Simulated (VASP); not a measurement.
GaSb: phonons with r2SCAN

GaSb:

```xyz
2
Lattice="0.0000 3.0590 3.0590 3.0590 0.0000 3.0590 3.0590 3.0590 0.0000" Properties=species:S:1:pos:R:3 pbc="T T T"
Ga    0.0000    0.0000    0.0000
Sb    1.5295    1.5295    1.5295
```

| Property | Result |
| --- | --- |
| Program | VASP 6.6.1 |
| Task | phonons |
| Functional | r2SCAN |
| Potentials or basis | VASP PAW PBE potentials, release 64 (Ga_d, Sb) |
| Cutoff | 600 eV |
| k mesh | 12 × 12 × 12 |
| Occupations | gaussian, width 0.1 eV |
| Spin | no spin polarisation |
| Further INCAR settings | ALGO = Normal; EDIFF = 1e-08; IBRION = 6; POTIM = 0.015; NSW = 1 |

```
Relaxed volume                                          : 28.86 Å³/atom
Relaxed cell                                            : a = 4.338 Å, b = 4.338 Å, c = 4.338 Å, α = 60.00°, β = 60.00°, γ = 60.00°
Space group after relaxing (to 0.05 Å)                  : F-43m (No. 216)
Highest phonon frequency at Γ, LO-TO splitting left out : 226 cm⁻¹
```

The path:
```csv
step,energy change (eV),largest force (eV/Å),pressure (GPa),volume (Å³)
1,0.0000,0.0000,0.46,57.25
2,-0.0005,0.0000,-0.18,57.93
3,-0.0006,0.0000,0.03,57.70
4,-0.0006,0.0000,0.00,57.73
```

Final structure:
```xyz
2
Lattice="0.0000 3.0675 3.0675 3.0675 0.0000 3.0675 3.0675 3.0675 0.0000" Properties=species:S:1:pos:R:3 pbc="T T T"
Ga    3.0675    6.1350    3.0675
Sb    1.5337    1.5337    1.5337
```

Phonon frequencies in cm⁻¹ (negative: imaginary):
```csv
q point,frequencies
"(0.000, 0.000, 0.000)",-1 -1 -1 226 226 226
```

It took 29 min on 1 thread of Intel(R) Xeon(R) 6975P-C (Granite Rapids) (shared host), peak memory 0.57 GiB.

Caveat: the PAW data sets were made with another functional, which shifts forces and pressure a little. Spin-orbit coupling is left out, which matters for the levels of Sb.
